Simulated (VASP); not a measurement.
The system is ZrSeBr2.

```
CELL_PARAMETERS angstrom
3.40492 0.00000 0.00000
-1.70246 2.94874 0.00000
0.00000 0.00000 11.49037
ATOMIC_POSITIONS crystal
Zr 0.00000 0.00000 0.50000
Se 0.66667 0.33333 0.00000
Br 0.66667 0.33333 0.66404
Br 0.66667 0.33333 0.33596
```

The cell was built by a generator and needn't be a form met in nature.

| Property | Result |
| --- | --- |
| Program | VASP 6.6.1 |
| Task | single point |
| Functional | PBE |
| Potentials or basis | VASP PAW PBE potentials, release 64 (Zr_sv, Se, Br) |
| Cutoff | 520 eV |
| k mesh | 9 × 9 × 3 |
| Occupations | fermi-dirac, width 0.05 eV |
| Spin | no spin polarisation |

On this cell: pressure 0.1 GPa; largest force 0.008 eV/Å; band gap on the k mesh none (metal or under the smearing width).

The same run follows on a disturbed copy (atoms moved at random, drawn with an rms of 0.05 Å):

```
Zr Se Br
1.0
     3.40492    0.00000    0.00000
    -1.70246    2.94874    0.00000
     0.00000    0.00000   11.49037
Zr Se Br
1 1 2
Direct
  0.00031 0.99966 0.49945
  0.66934 0.34618 0.99692
  0.67422 0.33687 0.66421
  0.66445 0.34053 0.33525
```

Task: What changes?

Result: The energy (extrapolated to zero smearing) moves by +0.9 meV/atom; pressure 0.0 GPa; largest force 0.159 eV/Å; band gap on the k mesh none (metal or under the smearing width).

Forces on the atoms (eV/Å):
```
Zr  -0.014  0.146  0.060
Se  -0.001  0.001  0.011
Br  -0.077 -0.049 -0.068
Br   0.092 -0.098 -0.003
```

Stress tensor (GPa, compression positive):
```
-0.01  0.01 -0.45
 0.01  0.17  0.13
-0.45  0.13 -0.20
```

Caveats: this functional lacks dispersion, which binds the layers, so the pressure and a relaxed spacing across them are unreliable (some runs).
